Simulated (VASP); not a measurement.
VASP input:

**INCAR**
```
ALGO=Normal
EDIFF=1E-6
EDIFFG=-0.02
ENCUT=500
GGA=PS
IBRION=2
ISIF=3
ISMEAR=0
LASPH=.True.
LCHARG=.False.
LMAXMIX=4
LREAL=.False.
LWAVE=.False.
NELM=100
NSW=40
PREC=Accurate
PSTRESS=450
SIGMA=0.05
SYSTEM=InAs
```

File KPOINTS:
```
Automatic mesh
0
Gamma
8 8 8
0 0 0
```

**POSCAR**
```
InAs
1.0
  0.0000000000   2.7743606870   2.7743606870
  2.7743606870   0.0000000000   2.7743606870
  2.7743606870   2.7743606870   0.0000000000
In As
1 1
Cart
  0.0000000000   0.0000000000   0.0000000000
  1.3871803435   1.3871803435   1.3871803435
```

POTCAR, in this order: In_d As (PBE.64 set). Program: vasp_std.

Q: Translate this PBEsol calculation to Ansatz.

A: One equivalent input (not run):
Ansatz 0.2 input:
```yaml
crystal:
  lattice:
    - [0.0000000, 2.7743607, 2.7743607]
    - [2.7743607, 0.0000000, 2.7743607]
    - [2.7743607, 2.7743607, 0.0000000]
  atoms:
    - { symbol: In, position: [0.0000000, 0.0000000, 0.0000000] }
    - { symbol: As, position: [0.2500000, 0.2500000, 0.2500000] }
kpoints:
  mp_grid: { grid: [8, 8, 8] }
hamiltonian:
  xc: pbesol
  pseudopotentials: { kind: paw }
scf:
  occupations: { method: gaussian, width: 0.05 }
  max_iter: 100
relax:
  max_steps: 40
  f_tol: 0.02
  cell: { p_target: 45 }
output: { forces: true, stress: true, eigenvalues: true }
```
The two are equivalent in intent, not identical: each code has its own PAW files, so the cut-off isn't converted (ENCUT is set for VASP's; basis.ecutwfc is left out, and Ansatz then takes the one that its files recommend); Ansatz stops its SCF on the density residual and VASP on the energy change (EDIFF).

The compound is InAs in the zinc blende structure. This run relaxes it under an external pressure of 45 GPa. Symmetry was kept, so distortions that lower it aren't found.
